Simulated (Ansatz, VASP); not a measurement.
# LaScSe3 in two plane-wave programs

Aim: how closely do two programs agree when they are given the same cell, functional and k mesh? The cell is generated by rule, not measured, and may not be a known phase. The cell is taken from a series of runs on this material, whose earlier steps may have relaxed, scaled, displaced or heated it; both programs get it as it stands.

Calculated with Ansatz 0.2.0; plane waves, with VASP 6.6.1 beside it; relaxation of cell and atoms at PBE.

The structure was built from a prototype and need not be the compound's stable phase.

## (1) The structure

It takes space group Pm-3m (No. 221, cubic). The conventional cell has a = 5.119 Å, b = 5.119 Å, c = 5.119 Å, α = 90.00°, β = 90.00°, γ = 90.00°. Nearest to La lie 12 Se at 3.62 Å. Nearest to Sc lie 6 Se at 2.56 Å. Nearest to Se lie 2 Sc at 2.56 Å and 4 La at 3.62 Å. Farther neighbours and most contacts between anions are not listed.

As a file:

```cif
data_structure
_symmetry_space_group_name_H-M 'Pm-3m'
_symmetry_Int_Tables_number 221
_cell_length_a 5.1193
_cell_length_b 5.1193
_cell_length_c 5.1193
_cell_angle_alpha 90.000
_cell_angle_beta 90.000
_cell_angle_gamma 90.000
_cell_volume 134.16
loop_
_atom_site_label
_atom_site_type_symbol
_atom_site_symmetry_multiplicity
_atom_site_Wyckoff_symbol
_atom_site_fract_x
_atom_site_fract_y
_atom_site_fract_z
_atom_site_occupancy
La1 La 1 a 0.00000 0.00000 0.00000 1
Sc1 Sc 1 b 0.50000 0.50000 0.50000 1
Se1 Se 3 c 0.50000 0.50000 0.00000 1
```

## (2) Ansatz: relaxation of cell and atoms, PBE, pair 1

Ansatz runs on its PAW soft_1 files.

The relaxed volume is the usual yardstick between codes: in a stiff, nearly cubic crystal its relative difference is about their pressure difference at one cell divided by the bulk modulus.

Input file input.yaml:

```yaml
crystal:
  lattice:
    - [5.1193273373, 0.0, 0.0]
    - [0.0, 5.1193273373, 0.0]
    - [0.0, 0.0, 5.1193273373]
  atoms:
    - { symbol: La, position: [0.0, 0.0, 0.0] }
    - { symbol: Sc, position: [0.5, 0.5, 0.5] }
    - { symbol: Se, position: [0.5, 0.5, 0.0] }
    - { symbol: Se, position: [0.5, 0.0, 0.5] }
    - { symbol: Se, position: [0.0, 0.5, 0.5] }
kpoints:
  mp_grid: { grid: [6, 6, 6] }
hamiltonian:
  xc: pbe
  pseudopotentials: { kind: paw, azcp: { folder: soft_1 } }
scf:
  occupations: { method: gaussian, width: 0.02 }
output:
  forces: true
  stress: true
  eigenvalues: true
relax:
  adjacent_minimum: "off"
  f_tol: 0.005
  max_steps: 80
  cell: { stress_tol: 0.05 }
```

Started as:

```console
ansatz run input.yaml --threads 4 --pin off --max-ram 16384MiB --backend cpu --events-out ev --progress --plain --runs-dir out
```

Numbers of over 12 decimals in the logs are rounded to 6 here.

Log:

```text
Engine: ansatz 0.2.0, aarch64-unknown-linux-gnu
Pseudopotentials: kind: paw
Pseudopotential: La, paw, valence charge 11, recommended cutoff 420 eV (normal), soft_1/La.paw.azcp
Pseudopotential: Sc, paw, valence charge 11, recommended cutoff 420 eV (normal), soft_1/Sc.paw.azcp
Pseudopotential: Se, paw, valence charge 16, recommended cutoff 420 eV (normal), soft_1/Se.paw.azcp
Functional definition: PBE
  parameter kappa = 0.804
  parameter beta = 0.066725
  exchange = pbe_x(kappa = kappa, mu = beta*pi^2/3)
  correlation = pbe_c(beta = beta)
Crystal: 5 atoms, lattice volume = 134.165 Å³
Basis set: ecut = 420 eV, 2601 PW (Γ), exchange–correlation on 72×72×72 points (8 copies of the dense FFT grid, shifted against one another)
Bands: 42, of which v1, the nominal top of the filled ones, is band 35 counted from 1 (34 counted from 0)
Symmetry: 48 space group operations
Space group: Pm-3m (ITA 221), of the structure as read, at distance tolerance 5.1e-5 Å
k-points: 20 of 216
Non-local potential: La, projectors of the file, l = 0: 3, l = 1: 2, l = 2: 2, l = 3: 3
Non-local potential: Sc, projectors of the file, l = 0: 3, l = 1: 2, l = 2: 3, l = 3: 1
Non-local potential: Se, projectors of the file, l = 0: 2, l = 1: 2, l = 2: 3, l = 3: 1
PAW form: soft (Blöchl's): semilocal exchange-correlation on the pseudo side does not see the compensation charge
PAW one-centre angular grid: La, 590 points (default); XC on 64 Gauss nodes
PAW one-centre angular grid: Sc, 590 points (default); XC on 64 Gauss nodes
PAW one-centre angular grid: Se, 590 points (default); XC on 64 Gauss nodes
Initial density: superposition of atomic densities (chi_scale 0.1, normalization cell, long waves kept (reshape's long-wave potential 0.00 eV rms))
Initial wavefunctions: pseudopotential atomic-orbital guess
Functional: x = pbe(κ = 0.804, μ = 0.219515), c = pbe(β = 0.066725)
SCF iter   1: F=—  HF=-24803.503082 eV  |F-HF|=—  |Δ(HF+E_count)|=         —  Δρ=1.26e-1  dr2=3.57e1  ethr=3.10e-3  ⟨swp⟩=5.0  Hψ=2599  notcnv=0
preconditioner: auto → Kerker (q_TF=auto, 2.448 Å⁻¹)  [metal: Δε(μ)=0.012 eV  Ē_g=4.428 eV  σ=0.020 eV  W_gap=0.32  n_scr=26 (ndim 8)  ℏωp=15.7 eV  f_vac=0.000  D(μ)=13.93/eV (n_scr^D=178)]
SCF iter   2: F=—  HF=-24801.487504 eV  |F-HF|=—  |Δ(HF+E_count)|=    2.02e0  Δρ=5.75e-2  dr2=7.12e0  ethr=3.10e-3  ⟨swp⟩=2.5  Hψ=1890  notcnv=0
preconditioner: auto → Resta (q_TF=auto, 2.448 Å⁻¹)  ε∞=12.1  [insulator: Δε(μ)=0.100 eV  Ē_g=4.718 eV  σ=0.020 eV  W_gap=0.83  n_scr=26 (ndim 8)  ℏωp=15.7 eV  f_vac=0.000  D(μ)=9.26/eV (n_scr^D=92)  ε∞_Penn≈12.1]
SCF iter   3: F=—  HF=-24801.139389 eV  |F-HF|=—  |Δ(HF+E_count)|=   3.48e-1  Δρ=2.53e-2  dr2=1.37e0  ethr=3.10e-3  ⟨swp⟩=2.0  Hψ=931  notcnv=0
SCF iter   4: F=—  HF=-24801.050465 eV  |F-HF|=—  |Δ(HF+E_count)|=   8.89e-2  Δρ=1.31e-2  dr2=3.21e-1  ethr=1.95e-3  ⟨swp⟩=2.1  Hψ=1006  notcnv=0  defer=4
SCF iter   5: F=—  HF=-24801.022883 eV  |F-HF|=—  |Δ(HF+E_count)|=   2.76e-2  Δρ=6.31e-3  dr2=6.96e-2  ethr=4.59e-4  ⟨swp⟩=2.9  Hψ=1047  notcnv=0  defer=4
SCF iter   6: F=—  HF=-24801.013358 eV  |F-HF|=—  |Δ(HF+E_count)|=   9.53e-3  Δρ=1.52e-3  dr2=3.54e-3  ethr=9.95e-5  ⟨swp⟩=3.5  Hψ=1525  notcnv=0  defer=4
SCF iter   7: F=—  HF=-24801.012397 eV  |F-HF|=—  |Δ(HF+E_count)|=   9.61e-4  Δρ=1.47e-3  dr2=4.42e-3  ethr=5.06e-6  ⟨swp⟩=2.1  Hψ=1508  notcnv=0  defer=4
SCF iter   8: F=—  HF=-24801.011780 eV  |F-HF|=—  |Δ(HF+E_count)|=   6.17e-4  Δρ=7.09e-4  dr2=1.10e-3  ethr=5.06e-6  ⟨swp⟩=2.4  Hψ=1017  notcnv=0  defer=4
SCF iter   9: F=—  HF=-24801.011654 eV  |F-HF|=—  |Δ(HF+E_count)|=   1.26e-4  Δρ=4.23e-4  dr2=3.79e-4  ethr=1.58e-6  ⟨swp⟩=3.0  Hψ=1218  notcnv=0  defer=4
SCF iter  10: F=—  HF=-24801.011590 eV  |F-HF|=—  |Δ(HF+E_count)|=   6.37e-5  Δρ=1.19e-4  dr2=2.90e-5  ethr=5.41e-7  ⟨swp⟩=2.2  Hψ=1285  notcnv=0  defer=4
SCF iter  11: F=—  HF=-24801.011612 eV  |F-HF|=—  |Δ(HF+E_count)|=   2.24e-5  Δρ=9.64e-6  dr2=1.70e-7  ethr=4.15e-8  ⟨swp⟩=2.0  Hψ=1209  notcnv=0  defer=4
SCF iter  12: F=-24801.011612 eV  HF=-24801.011612 eV  |F-HF|=2.38e-8  |Δ(HF+E_count)|=   2.05e-7  Δρ=4.93e-6  dr2=5.37e-8  ethr=1.43e-10  ⟨swp⟩=8.2  Hψ=4098  notcnv=0
SCF 1 converged in 12 iterations: F = -24801.011612 eV  dr2 = 5.37e-8
  greatest PAW one-centre occupation: 1.000 electrons in one spin orbital (limit 2), on the Se atom at site 3 (counted from 0), in its partial waves of l = 2
relax step   1: F+E_penalty+E_count = -24801.01161241 eV  Δ(F+E_penalty+E_count) = +0.000e0 eV  max|allowed force component| = 1.073e-29 eV/Å  Δτ_max = 0.0000 Å  P = -0.070 GPa  Ω = 134.165 Å³  (12 SCF iters, dr2 threshold 1.00e-7 eV, accepted)
[...]
relax step   2: F+E_penalty+E_count = -24801.01165017 eV  Δ(F+E_penalty+E_count) = -3.777e-5 eV  max|allowed force component| = 1.735e-30 eV/Å  Δτ_max = 0.0000 Å  P = +0.021 GPa  Ω = 133.968 Å³  energy of the carried Pulay correction = +7.438e-6 eV  (6 SCF iters, dr2 threshold 1.22e-8 eV, accepted)
[...]
relax step   3: F+E_penalty+E_count = -24801.01164167 eV  Δ(F+E_penalty+E_count) = +8.501e-6 eV  max|allowed force component| = 1.203e-29 eV/Å  Δτ_max = 0.0000 Å  P = +0.021 GPa  Ω = 133.968 Å³  stress off target by 2.10e-2 GPa  SCF on the basis re-selected at this cell (its energy is not comparable with the rows above)  (8 SCF iters)
basis re-selected at this cell: Δ(F+E_penalty+E_count) = +8.501e-6 eV, ΔP = +0.000 GPa vs the last step (what re-selecting the basis moved, of the pressure what is left beyond the Pulay correction that the steps carried, after the strain that the cell walked since its last selection, with what the two solves' SCF thresholds leave and, on support functions, any second-order correction that the steps lacked; it is no m [...]
SCF converged after 8 iterations
Free energy (F): -24801.011642 eV
Harris-Foulkes:  -24801.011642 eV  (|F-HF|=7.28e-12)
Internal energy: -24801.011642 eV  (E = F + TS)
E sigma→0 (E₀):  -24801.011642 eV
Fermi energy:    9.324560 eV
--- Per-component energies (eV) ---
  E_band       = -1329.230304
  E_kinetic    = 723.075597
  E_local      = -9785.783615  (includes V_loc(G=0)·N_el)
  E_nonlocal   = -832.524302
  E_hartree    = 4949.938947
  E_xc         = -484.482887
  E_vxc        = -522.309645  (∫ρ·V_xc dr)
  E_paw        = -12798.801631  (= ΣΔE_a)
  E_vpaw       = -811.565141  (= ΣTr[D̂ρ^β])
  E_aug_tail   = -0.001085  (compensation charges beyond the density's cutoff)
  E_ewald      = -6572.432665
  E_smearing   = -0.000000  (= −TS)
  E_closure    = -0.000000  (closes the sum)
  Σ components = -24801.011642   (vs F -24801.011642, Δ=0.00e0)
--- Forces (eV/Å), atoms counted from 1 ---
  atom   1  La     0.00000000     0.00000000    -0.00000000
  atom   2  Sc     0.00000000    -0.00000000     0.00000000
  atom   3  Se     0.00000000     0.00000000    -0.00000000
  atom   4  Se     0.00000000    -0.00000000     0.00000000
  atom   5  Se    -0.00000000     0.00000000     0.00000000
  max |Σ_I F_I| component: 1.35e-29 eV/Å
--- Stress (GPa, compression-positive) ---
        0.021015      -0.000000       0.000000
       -0.000000       0.021015       0.000000
        0.000000       0.000000       0.021015
  P = ⅓ Tr σ = 0.0210 GPa (0.210 kbar)
--- Band table (eV; the first three rows and the last of 20) ---
  k-point 0: bands = [... 31 lower, 7.6280, 8.8346, 8.8346, 8.8346, 9.7150, 9.7150, 9.7150, 9.8248, ... 3 higher]
  k-point 1: bands = [... 31 lower, 7.3189, 8.0367, 8.6254, 8.6254, 9.7223, 9.8188, 9.8464, 9.8633, ... 3 higher]
  k-point 2: bands = [... 31 lower, 6.8369, 6.8369, 8.3748, 8.3748, 9.7281, 9.8119, 9.8499, 9.8609, ... 3 higher]
  k-point 19: bands = [... 31 lower, 6.3480, 8.9341, 8.9341, 8.9341, 9.8410, 9.8410, 9.8410, 9.9183, ... 3 higher]
--- Relaxed structure (2 steps of the walk, 2 accepted, 1 SCFs on fresh bases) ---
  F+E_penalty+E_count = -24801.01164167 eV   max|allowed force component| = 1.203e-29 eV/Å   (the final SCF, on the basis selected at the relaxed cell)
  cell:  # Å, volume = 133.9676 Å³
    - [5.116817, 0, 0]
    - [0, 5.116817, 0.0]
    - [0, 0.0, 5.116817]
  atoms:
    - { symbol: La, position: [0, 0, 0] }
    - { symbol: Sc, position: [0.5, 0.5, 0.5] }
    - { symbol: Se, position: [0.5, 0.5, 0] }
    - { symbol: Se, position: [0.5, 0, 0.5] }
    - { symbol: Se, position: [0, 0.5, 0.5] }
```

Reading the cycles: dr2 is the Hartree energy of the density residual (eV), the measure of convergence; HF is the Harris–Foulkes estimate of the energy, which meets the free energy F at convergence.

[end of part 1 of 3]

[Lines on the potential files, build, host, timing and source positions are cut from VASP's logs without a mark.]

[Logs are printed without paths, hosts, clocks, repeated set-up lines and the standing remarks that a program may print on its own settings, such as how far it seeks lower states.]

[Hosts, paths, dates, database ids (printed as entryN), source tags and the programs' standing remarks are cut or masked in the printed files.]
